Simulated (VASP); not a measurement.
Data:

```yaml
crystal:
  lattice:
    - [-1.88757, 1.88757, 1.88757]
    - [1.88757, -1.88757, 1.88757]
    - [1.88757, 1.88757, -1.88757]
  atoms:
    - { symbol: Sb, position: [0.00000, 0.00000, 0.00000] }
```

Level of theory: r2SCAN meta-GGA, VASP's PBE PAW potentials (set 64) (plane waves; VASP 6.6.1). Settings: 400 eV cut-off, 15×15×15 Γ-centred mesh, tetrahedra with Blöchl corrections, potentials Sb.

Problem. Give the energies of bands 1 to 5 at the high-symmetry points, in eV from the Fermi level.

Solution. 
| band | Γ | H | N | P |
|---|---|---|---|---|
| 1 | -13.46 | -5.61 | -9.15 | -8.09 |
| 2 | 5.79 | -2.20 | -5.88 | -2.89 |
| 3 | 5.79 | -2.20 | 1.70 | -2.89 |
| 4 | 5.79 | -2.20 | 4.04 | -2.89 |
| 5 | 10.96 | 3.37 | 7.02 | 15.65 |

It has no gap at this level: it comes out as a metal or semimetal.

The structure comes from a computed database's Sb entry (Im-3m); how it stands against other phases isn't given here. It was relaxed first.
